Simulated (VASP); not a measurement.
Input:

```
CELL_PARAMETERS angstrom
      0.00000     3.03475     2.92835
      3.00150     0.00000     2.92835
      3.00150     3.03475     0.00000
ATOMIC_POSITIONS crystal
  Al 0.25000 0.25000 0.25000
  Al 0.75000 0.75000 0.75000
  Pt 0.98493 0.01507 0.01507
```
Cell charge +0.5.

The numbers are results of PBE GGA, VASP's PBE PAW potentials (set 64) (plane waves; VASP), not measurements. Run with NELECT = 15.5, 400 eV cut-off, 8×8×8 Γ-centred mesh, Gaussian smearing of 0.050 eV, potentials Al Pt.

The cell is charged, with a uniform compensating background. Unless said otherwise, spin-orbit coupling is left out, though it shifts the bands of the heavy elements here.

Question: What does the run give for the energy per atom (σ→0), pressure, largest force, band gap (on the k-mesh) with the smallest direct gap where there is one?

Answer: 
```
Property                                                     Value
------------------------  ----------------------------------------
band gap (on the k-mesh)  none (metal, semimetal or under 0.01 eV)
energy per atom (σ→0)                               -6632 meV/atom
pressure                                                -18.75 GPa
largest force                                           0.655 eV/Å
```

Only differences to runs with the same potentials and settings are physical.

The compound is PtAl2 in the fluorite structure. The cell was not relaxed at this level, atoms are displaced from their ideal sites. The run is one of a series of settings (ISMEAR = 0, NELECT = 15.5, SIGMA = 0.05 against the base run), some of them coarse on purpose.
